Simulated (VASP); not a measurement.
Method: revPBE GGA, VASP's PBE PAW potentials (set 64) (plane waves; VASP).

VASP ran on this input.

File POSCAR:
```
FePt
1
    2.7479307162     0.0000000000     0.0000000000
    0.0000000000     2.7479307162     0.0000000000
    0.0000000000     0.0000000000     3.7745732877
Fe Pt
1 1
Direct
  0.0000000000   0.0000000000   0.0000000000
  0.5000000000   0.5000000000   0.5000000000
```

**INCAR**
```
ALGO  =  Normal   ! blocked Davidson
LMAXMIX  =  6   ! l cut-off of mixed one-centre charges
SYSTEM  =  FePt
GGA  =  RE   ! revPBE
LREAL  =  .FALSE.   ! projection in real space or not
LORBIT  =  11   ! lm-projected
ISPIN  =  2
EDIFF  =  1E-7   ! SCF stop (eV)
LWAVE  =  .FALSE.
NELM  =  100
LASPH  =  .TRUE.   ! aspherical one-centre terms
ISIF  =  2
NEDOS  =  601   ! DOS grid
ENCUT  =  520
PREC  =  Accurate
MAGMOM  =  3.0 0.3
LCHARG  =  .TRUE.
ISMEAR  =  -5   ! tetrahedra, Bloechl
```

### KPOINTS
```
Automatic mesh
0
Gamma
15 15 11
0 0 0
```

POTCAR, in this order: Fe Pt (PBE.64 set). Program: vasp_std.

What VASP printed:

File OSZICAR:
```
       N       E                     dE             d eps       ncg     rms          rms(c)
DAV:   1     0.933854388325E+02    0.93385E+02   -0.87638E+03 13400   0.132E+03
DAV:   2    -0.117999187779E+02   -0.10519E+03   -0.93925E+02 13331   0.254E+02
DAV:   3    -0.152292276569E+02   -0.34293E+01   -0.33341E+01 16418   0.552E+01
DAV:   4    -0.152638254886E+02   -0.34598E-01   -0.34631E-01 14763   0.479E+00
DAV:   5    -0.152647284936E+02   -0.90301E-03   -0.90475E-03 17132   0.877E-01    0.160E+01
DAV:   6    -0.170773073504E+02   -0.18126E+01   -0.16978E+01 14317   0.884E+01    0.273E+01
DAV:   7    -0.140223288941E+02    0.30550E+01   -0.99090E+00 16513   0.818E+01    0.807E+00
DAV:   8    -0.140236447223E+02   -0.13158E-02   -0.49621E-01 15496   0.104E+01    0.409E+00
DAV:   9    -0.139577151212E+02    0.65930E-01   -0.10355E-01 19260   0.671E+00    0.179E+00
DAV:  10    -0.139473252282E+02    0.10390E-01   -0.37599E-02 19633   0.404E+00    0.687E-01
DAV:  11    -0.139468645106E+02    0.46072E-03   -0.26790E-03 17605   0.814E-01    0.277E-01
DAV:  12    -0.139468014362E+02    0.63074E-04   -0.35215E-04 16836   0.250E-01    0.573E-02
DAV:  13    -0.139468344491E+02   -0.33013E-04   -0.42673E-05 15965   0.976E-02    0.344E-02
DAV:  14    -0.139468347588E+02   -0.30970E-06   -0.48024E-06 16857   0.488E-02    0.125E-02
DAV:  15    -0.139468369834E+02   -0.22246E-05   -0.12067E-06 17294   0.215E-02    0.437E-03
DAV:  16    -0.139468358125E+02    0.11709E-05   -0.45520E-07 12997   0.150E-02    0.178E-03
DAV:  17    -0.139468354827E+02    0.32973E-06   -0.51782E-08  7190   0.318E-03    0.835E-04
DAV:  18    -0.139468356497E+02   -0.16696E-06   -0.11130E-08  6977   0.191E-03    0.355E-04
DAV:  19    -0.139468356146E+02    0.35096E-07   -0.32468E-09  6893   0.735E-04
   1 F= -.13946836E+02 E0= -.13946836E+02  d E =0.000000E+00  mag=     3.3360
```

### OUTCAR
```
------------------------ aborting loop because EDIFF is reached ----------------------------------------
  FORCE on cell =-STRESS in cart. coord.  units (eV):
  Direction    XX          YY          ZZ          XY          YZ          ZX
  --------------------------------------------------------------------------------------
  Total       -0.0268464     -0.0268464      0.0088469      0.0000000      0.0000000      0.0000000
  in kB       -1.5090958     -1.5090958      0.4973021      0.0000000      0.0000000      0.0000000
  external PRESSURE =      -0.8402965 kB  Pullay stress =       0.0000000 kB
  volume of cell :       28.50
      direct lattice vectors                 reciprocal lattice vectors
     2.747930716  0.000000000  0.000000000     0.363910194  0.000000000  0.000000000
     0.000000000  2.747930716  0.000000000     0.000000000  0.363910194  0.000000000
     0.000000000  0.000000000  3.774573288     0.000000000  0.000000000  0.264930609
 POSITION                                       TOTAL-FORCE (eV/Angst)
 -----------------------------------------------------------------------------------
      0.00000      0.00000      0.00000         0.000000      0.000000      0.000000
      1.37397      1.37397      1.88729         0.000000      0.000000      0.000000
 -----------------------------------------------------------------------------------
    total drift:                               -0.000000      0.000000      0.000000
  FREE ENERGIE OF THE ION-ELECTRON SYSTEM (eV)
  ---------------------------------------------------
  free  energy   TOTEN  =       -13.9468356146 eV

  energy  without entropy=      -13.9468356146  energy(sigma->0) =      -13.94683561

 total charge

# of ion       s       p       d       tot
------------------------------------------
    1        0.397   0.425   6.088   6.911
    2        0.700   0.630   8.042   9.372
--------------------------------------------------
tot          1.098   1.055  14.130  16.283

 magnetization (x)

# of ion       s       p       d       tot
------------------------------------------
    1        0.006  -0.010   3.004   3.000
    2       -0.026  -0.069   0.419   0.324
--------------------------------------------------
tot         -0.021  -0.079   3.423   3.323
```
(Selected blocks of OUTCAR.)

For a metal the tetrahedron method with Blöchl corrections gives inexact stress and forces.

The compound is FePt in the L1_0 structure. It was relaxed first.
